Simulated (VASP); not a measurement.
Input for VASP

### INCAR
```
SYSTEM = W
PREC = Accurate; ENCUT = 520; LREAL = F
LASPH = T
EDIFF = 1E-7; NELM = 100; ALGO = Normal
LMAXMIX = 6
ISMEAR = -5
GGA = MK; LUSE_VDW = T; AGGAC = 0.0
PARAM1 = 0.1234; PARAM2 = 1.0
ISIF = 2
LWAVE = F; LCHARG = T; LORBIT = 11
NEDOS = 601
```

**POSCAR**
```
W
2.7469010
 -0.5773501646   0.5773501646   0.5773501646
  0.5773501646  -0.5773501646   0.5773501646
  0.5773501646   0.5773501646  -0.5773501646
W
1
Cart
  0.0000000000   0.0000000000   0.0000000000
```

**KPOINTS**
```
Automatic
0
Gamma
18 18 18
```

POTCAR, in this order: W_sv (PBE.64 set). Program: vasp_std.

Q: Translate this optB86b-vdW calculation to Quantum ESPRESSO's pw.x.

A: One equivalent input (not run):
```
&CONTROL
  calculation = 'scf'
  pseudo_dir = './pseudo'
  outdir = './out'
  tprnfor = .true.
  tstress = .true.
/
&SYSTEM
  ibrav = 0
  nat = 1
  ntyp = 1
  ecutwfc = 74
  occupations = 'tetrahedra'
  input_dft = 'vdw-df-ob86'
/
&ELECTRONS
  conv_thr = 7.3e-09
  electron_maxstep = 100
/
ATOMIC_SPECIES
  W 183.840 W.upf
CELL_PARAMETERS angstrom
    -1.5859237    1.5859237    1.5859237
     1.5859237   -1.5859237    1.5859237
     1.5859237    1.5859237   -1.5859237
ATOMIC_POSITIONS crystal
  W    0.0000000  0.0000000  0.0000000
K_POINTS automatic
  18 18 18 0 0 0
```
What does not carry over: the potentials are each code's own (VASP's PAW set, PseudoDojo norm-conserving files in pw.x), so ENCUT and ecutwfc are chosen apart and not converted; conv_thr bounds pw.x's estimated SCF error, while EDIFF bounds the energy change between steps.

The compound is W in the bcc structure. It was relaxed first.
